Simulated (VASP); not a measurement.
Consider the following.

```
Hf
1.0
    1.59500    -2.76262     0.00000
    1.59500     2.76262     0.00000
    0.00000     0.00000     5.05000
Hf
2
Cartesian
  1.59500   0.92088   1.26250
  1.59500  -0.92088   3.78750
```

Calculation: PBE GGA, VASP's PBE PAW potentials (set 64) (plane waves; VASP 6.6.1). Settings: 300 eV cut-off, 12×12×7 Γ-centred mesh, Fermi-Dirac smearing of 0.10 eV, potentials Hf_pv.

**Question.** Give the energies of bands 7 to 13 at the high-symmetry points, in eV from the Fermi level.

**Answer.** 
```tsv
band	Γ	M	K	A	L	H
7	-7.39	-3.35	-2.13	-5.40	-3.41	-1.76
8	-3.71	-2.75	-1.78	-5.40	-3.41	-1.76
9	0.68	-2.23	-1.78	0.16	-0.98	-1.45
10	1.20	-0.78	-1.42	0.16	-0.98	-1.45
11	1.20	0.81	0.39	1.09	1.21	-0.18
12	1.47	0.89	0.39	1.09	1.21	-0.18
13	2.02	1.71	2.07	1.09	2.68	2.54
```

It has no gap at this level: it comes out as a metal or semimetal.

The structure is a typed Hf crystal (P6_3/mmc). The cell was not relaxed at this level.
